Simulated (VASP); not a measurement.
Input of a VASP 6.6.1 run:

Contents of INCAR:

```
SYSTEM = BaCoP3
ALGO     = Normal         ! electronic algorithm
EDIFF    = 1E-6           ! SCF threshold, eV
ENCUT    = 520            ! plane-wave cutoff, eV
GGA      = CA             ! functional
ISIF     = 2              ! what is computed and relaxed
ISMEAR   = 0              ! smearing method
LASPH    = .True.         ! aspherical terms in the spheres
LCHARG   = .True.         ! write CHGCAR
LELF     = .True.         ! ELF
LREAL    = .False.        ! projectors in reciprocal space
LVHAR    = .True.       
LWAVE    = .False.        ! write WAVECAR
NBANDS   = 25             ! bands
NELM     = 100            ! most SCF steps
PREC     = Accurate       ! precision mode
SIGMA    = 0.1351         ! smearing width, eV
```

File KPOINTS:

```
k-points
0
Gamma
  8 8 8
  0 0 0
```

The input POSCAR:

```
BaCoP3
1.0
    4.3634138000      0.0000000000      0.0000000000
    0.0000000000      4.3634138000      0.0000000000
    0.0000000000      0.0000000000      4.3634138000
Ba Co P
1 1 3
Direct
    0.5000000000      0.5000000000      0.5000000000
    0.0000000000      0.0000000000      0.0000000000
    0.0000000000      0.0000000000      0.5000000000
    0.5000000000      0.0000000000      0.0000000000
    0.0000000000      0.5000000000      0.0000000000
```

Potentials or basis: VASP PAW LDA potentials, release 64 (Ba_sv, Co, P).

The run is started by

```sh
$ cat potpaw_LDA.64/Ba_sv/POTCAR potpaw_LDA.64/Co/POTCAR potpaw_LDA.64/P/POTCAR > POTCAR
$ mpirun -np 1 vasp_std > vasp.out
```

Problem. Predict the pressure.

Solution. 13.0 GPa.

Problem. What does it give for the band gap on the k mesh?

Solution. None (metal or under the smearing width).

The run has no spin-orbit coupling, so splittings on Ba are missing. Spin polarisation is off, so any magnetic state and its effect on volume and gap are missing.
